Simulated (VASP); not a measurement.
# SiHF₃: harmonic vibrations of a molecule

SiHF₃, molecule in box, 5 atoms in the cell. RPBE, harmonic vibrations; PAW potentials F, Si, H (PBE set).

## Input

INCAR.step1:
```
PREC = Accurate ; ENCUT = 400
EDIFF = 1E-8 ; ISMEAR = 0
SIGMA = 0.01 ; ISYM = 0
LREAL = False ; LASPH = True
NELM = 100 ; ALGO = Normal
LWAVE = False ; LCHARG = False
GGA = RP ; IBRION = 2
NSW = 60 ; ISIF = 2
EDIFFG = -0.002 ; POTIM = 0.5
```

INCAR.step2, as INCAR.step1 but for:
```
- IBRION = 2
- NSW = 60
- ISIF = 2
- EDIFFG = -0.002
- POTIM = 0.5
+ IBRION = 5
+ NFREE = 2
+ POTIM = 0.015
+ NSW = 1
```

KPOINTS:
```
k-points
0
Gamma
  1 1 1
```

POSCAR.step1:
```
SiHF3
1.0
   12.0000000000      0.0000000000      0.0000000000
    0.0000000000     12.0000000000      0.0000000000
    0.0000000000      0.0000000000     12.0000000000
F Si H
3 1 1
Direct
    0.4262291700      0.4941458300      0.5969375000
    0.4137291700      0.6077791700      0.4178958300
    0.4221625000      0.3957208300      0.4087291700
    0.4668791700      0.5011375000      0.4725125000
    0.5884375000      0.5061958300      0.4672375000
```

Commands (each step's output is kept before the next begins):
```
cat potpaw_PBE.64/F/POTCAR potpaw_PBE.64/Si/POTCAR potpaw_PBE.64/H/POTCAR > POTCAR
cp INCAR.step1 INCAR
cp POSCAR.step1 POSCAR
mpirun -np 4 vasp_gam > vasp.out
cp CONTCAR POSCAR
cp INCAR.step2 INCAR
mpirun -np 4 vasp_gam > vasp.out
```

## Result

- Vibrations (cm⁻¹; a negative value is imaginary): 2300, 933, 933, 808, 807, 794, 396, 284, 283
- Zero-point energy (eV): 0.467
- Translations and rotations, which should read zero (cm⁻¹): -28, -22, -12, 1, 10, 22
- Vibrational entropy at 298 K (meV/K): 0.211
- Displaced cells: 30
- Ionic steps, all stages: 46
- Electronic steps, all stages: 824

VASP 6.6.1 took 1404 s on 4 cores (Intel Xeon Platinum 8259CL @ 2.50GHz (Skylake/Cascade Lake)), a shared host.
